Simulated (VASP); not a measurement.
Given:

```
Sc
1.0
    1.65851    -2.87262     0.00000
    1.65851     2.87262     0.00000
    0.00000     0.00000     5.16218
Sc
2
Direct
  0.33333   0.66667   0.25000
  0.66667   0.33333   0.75000
```

The numbers are results of PBE GGA, VASP's PBE PAW potentials (set 64) (plane waves; VASP), not measurements. Numerical set-up: 400 eV cut-off, Gaussian smearing of 0.050 eV, potentials Sc_sv.

### Question
What does the run give for the band gap (along the path) with the smallest direct gap where there is one?

### Answer

The band gap (along the path) is none (metal, semimetal or under 0.01 eV).

Total energies compare only between runs with the same potentials, cut-off and functional.

The compound is Sc in the hcp structure. It was relaxed first.
